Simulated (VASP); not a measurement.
Calculation: r2SCAN meta-GGA, VASP's PBE PAW potentials (set 64) (plane waves; VASP).

VASP input:

INCAR:
```
SYSTEM = AlN
PREC = Accurate
ENCUT = 520
EDIFF = 1E-6
NELM = 100
ALGO = Normal
LREAL = .FALSE.
LASPH = .TRUE.
ISMEAR = 0
SIGMA = 0.05
METAGGA = R2SCAN
LMIXTAU = .TRUE.
LWAVE = .FALSE.
LCHARG = .FALSE.
IBRION = 2
ISIF = 3
NSW = 60
EDIFFG = -0.01
```

KPOINTS:
```
Automatic mesh
0
Gamma
9 9 5
0 0 0
```

File POSCAR:
```
AlN
1.0
  3.1053050484   0.0000000000   0.0000000000
 -1.5526525242   2.6892726604   0.0000000000
  0.0000000000   0.0000000000   4.9753160650
Al N
2 2
Direct
  0.3333330000   0.6666670000   0.9966557265
  0.6666670000   0.3333330000   0.4966557265
  0.3333330000   0.6666670000   0.3783442735
  0.6666670000   0.3333330000   0.8783442735
```

POTCAR, in this order: Al N (PBE.64 set). Program: vasp_std.

Output

File OUTCAR:
```
 ion  position               nearest neighbor table
   1  0.333  0.667  0.997-   4 1.89   4 1.89   4 1.89   3 1.90   2 3.07   2 3.07   2 3.07   2 3.07
                             2 3.07   2 3.07
   2  0.667  0.333  0.497-   3 1.89   3 1.89   3 1.89   4 1.90   1 3.07   1 3.07   1 3.07   1 3.07
                             1 3.07   1 3.07
   3  0.333  0.667  0.378-   2 1.89   2 1.89   2 1.89   1 1.90
   4  0.667  0.333  0.878-   1 1.89   1 1.89   1 1.89   2 1.90
  LATTYP: Found a hexagonal cell.
 ALAT       =     3.1053050484
 C/A-ratio  =     1.6021988138
 Subroutine PRICEL returns:
 Original cell was already a primitive cell.
 Subroutine GETGRP returns: Found 12 space group operations
The static configuration has the point symmetry C_3v.
 The point group associated with its full space group is C_6v.
The dynamic configuration has the point symmetry C_3v.
 Subroutine INISYM returns: Found 12 space group operations
 Subroutine IBZKPT returns following result:
 Found     36 irreducible k-points:

 Following reciprocal coordinates:
            Coordinates               Weight
  0.000000  0.000000  0.000000      1.000000
  0.111111  0.000000  0.000000      6.000000
  0.222222  0.000000  0.000000      6.000000
  0.333333  0.000000  0.000000      6.000000
  0.444444  0.000000  0.000000      6.000000
  0.111111  0.111111  0.000000      6.000000
  0.222222  0.111111  0.000000     12.000000
  0.333333  0.111111  0.000000     12.000000
  0.444444  0.111111  0.000000      6.000000
  0.222222  0.222222  0.000000      6.000000
  0.333333  0.222222  0.000000     12.000000
  0.333333  0.333333  0.000000      2.000000
  0.000000  0.000000  0.200000      2.000000
  0.111111  0.000000  0.200000     12.000000
  0.222222  0.000000  0.200000     12.000000
  0.333333  0.000000  0.200000     12.000000
  0.444444  0.000000  0.200000     12.000000
  0.111111  0.111111  0.200000     12.000000
...
```

File OSZICAR:
```
       N       E                     dE             d eps       ncg     rms          rms(c)
DAV:   1     0.424364719989E+02    0.42436E+02   -0.79044E+03   864   0.124E+03
DAV:   2    -0.430596252593E+02   -0.85496E+02   -0.79248E+02  1296   0.233E+02
DAV:   3    -0.470856125863E+02   -0.40260E+01   -0.40104E+01  1104   0.546E+01
DAV:   4    -0.471194077142E+02   -0.33795E-01   -0.33788E-01   996   0.587E+00
DAV:   5    -0.471199008392E+02   -0.49313E-03   -0.49312E-03  1096   0.728E-01    0.126E+01
DAV:   6    -0.390184520245E+02    0.81014E+01   -0.14459E+01  1028   0.291E+01    0.569E+00
DAV:   7    -0.378848097896E+02    0.11336E+01   -0.64208E-01   916   0.831E+00    0.311E+00
DAV:   8    -0.400808823965E+02   -0.21961E+01   -0.15141E+00  1088   0.106E+01    0.231E+00
DAV:   9    -0.382426232961E+02    0.18383E+01   -0.98135E-01   864   0.970E+00    0.445E-01
DAV:  10    -0.381901231772E+02    0.52500E-01   -0.65135E-02   928   0.314E+00    0.455E-01
DAV:  11    -0.382490638680E+02   -0.58941E-01   -0.69251E-03   920   0.115E+00    0.380E-01
DAV:  12    -0.384174326094E+02   -0.16837E+00   -0.42370E-02   864   0.257E+00    0.223E-01
DAV:  13    -0.384542255042E+02   -0.36793E-01   -0.16063E-02   948   0.150E+00    0.166E-01
DAV:  14    -0.384554496921E+02   -0.12242E-02   -0.76710E-04   960   0.352E-01    0.116E-01
DAV:  15    -0.384564092147E+02   -0.95952E-03   -0.12833E-03   900   0.467E-01    0.337E-02
DAV:  16    -0.384566977837E+02   -0.28857E-03   -0.12696E-04   920   0.175E-01    0.176E-02
DAV:  17    -0.384566867585E+02    0.11025E-04   -0.10373E-05  1064   0.437E-02    0.165E-02
DAV:  18    -0.384567112057E+02   -0.24447E-04   -0.11676E-05   880   0.427E-02    0.161E-02
DAV:  19    -0.384566955084E+02    0.15697E-04   -0.62729E-06   904   0.324E-02    0.715E-03
DAV:  20    -0.384567005427E+02   -0.50343E-05   -0.57626E-07   468   0.105E-02    0.271E-03
DAV:  21    -0.384566996005E+02    0.94220E-06   -0.31389E-07   436   0.484E-03
   1 F= -.38456700E+02 E0= -.38456700E+02  d E =-.384567E+02
```

OUTCAR:
```
------------------------ aborting loop because EDIFF is reached ----------------------------------------
  FORCE on cell =-STRESS in cart. coord.  units (eV):
  Direction    XX          YY          ZZ          XY          YZ          ZX
  --------------------------------------------------------------------------------------
  Total       -0.0188752     -0.0188752     -0.0126841      0.0000000     -0.0000000      0.0000000
  in kB       -0.7278525     -0.7278523     -0.4891129      0.0000000     -0.0000000      0.0000000
  external PRESSURE =      -0.6482726 kB  Pullay stress =       0.0000000 kB
  volume of cell :       41.55
      direct lattice vectors                 reciprocal lattice vectors
     3.105305048  0.000000000  0.000000000     0.322029554  0.185923877  0.000000000
    -1.552652524  2.689272660  0.000000000     0.000000000  0.371847754  0.000000000
     0.000000000  0.000000000  4.975316065     0.000000000  0.000000000  0.200992256
  FREE ENERGIE OF THE ION-ELECTRON SYSTEM (eV)
  ---------------------------------------------------
  free  energy   TOTEN  =       -38.4566996005 eV

  energy  without entropy=      -38.4566996005  energy(sigma->0) =      -38.45669960

 reached required accuracy - stopping structural energy minimisation
```
(Selected blocks of OUTCAR.)

The structure was generated: AlN was put into the wurtzite type (P6_3mc), which need not be its known phase. It was relaxed first. The start is the result of an earlier pass.
